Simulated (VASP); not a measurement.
Runs of VASP 6.6.1 on FSnCl. The cell holds a molecule in a box, 3 atoms: a = 12.000 Å, b = 12.000 Å, c = 11.000 Å, α = 90.00°, β = 90.00°, γ = 90.00°. 

```csv
task,level,cell,grid for exact exchange (PRECFOCK),screening parameter,gap on the mesh (eV),largest force (eV/Å)
single point,PBE,as given,-,-,3.53,0.83
single point,PBE,"atoms moved at random, drawn with an rms of 0.05 Å",-,-,3.52,0.57
single point,BLYP,as given,-,-,3.47,(a)
single point,HSE06+TS,as given,Fast,0.2 1/A,4.59,0.24
electron localisation function,PBE,as given,-,-,3.53,0.83
atomic charges,PBE+TS,as given,-,-,3.53,0.83
single point,HSE06+D3(BJ),as given,Fast,0.2 1/A,4.59,0.24
```

Alike in all rows: potentials or basis VASP PAW PBE potentials, release 64 (F, Sn_d, Cl); no spin polarisation; k mesh 1 × 1 × 1; cutoff (eV) 520; smearing gaussian 0.01 eV.

Q: Estimate the missing entries.

A: (a) 1.25.

Caveats: spin-orbit coupling is left out, which moves the levels of the heavy elements; the PAW data sets were made with another functional, which shifts forces and pressure a little (some runs).

A k mesh can miss the band edges, and the runs leave out spin-orbit coupling on Sn.
